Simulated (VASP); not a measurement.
Calculation: SCAN meta-GGA, VASP's PBE PAW potentials (set 64) (plane waves; VASP).

A VASP calculation is set up with these files.

**INCAR**
```
! general
SYSTEM  = Ni3Si
PREC    = Accurate
ENCUT   = 520
LREAL   = .FALSE.
LASPH   = .TRUE.

! electronic loop
EDIFF   = 1E-7
NELM    = 100
ALGO    = Normal
LMAXMIX = 4
LMIXTAU = .TRUE.

! smearing
ISMEAR  = 1
SIGMA   = 0.1

! functional
METAGGA = SCAN

! ions
ISIF    = 2

! output
LWAVE   = .FALSE.
LCHARG  = .FALSE.
```

**POSCAR**
```
Ni3Si
1
    3.4158227622     0.0000000000     0.0000000000
    0.0000000000     3.4158227622     0.0000000000
    0.0000000000     0.0000000000     3.4158227622
Si Ni
1 3
Direct
  0.0000000000   0.0000000000   0.0000000000
  0.0000000000   0.5000000000   0.5000000000
  0.5000000000   0.0000000000   0.5000000000
  0.5000000000   0.5000000000   0.0000000000
```

KPOINTS:
```
Automatic mesh
0
Gamma
9 9 9
0 0 0
```

POTCAR, in this order: Si Ni (PBE.64 set). Program: vasp_std.

Task: What will the output report for the number of irreducible k-points (NKPTS), largest plane-wave count, number of space-group operations, FFT grid (NGX, NGY, NGZ)?

Result: 
The number of irreducible k-points (NKPTS) is 35 and the largest plane-wave count is 1085. The number of space-group operations is 48 and the FFT grid (NGX, NGY, NGZ) is 28 × 28 × 28.

The compound is Ni3Si in the L1_2 structure. This cell is one point of a volume scan, at 0.97 of the reference volume. The run is not spin-polarised, so no magnetic state was tried.
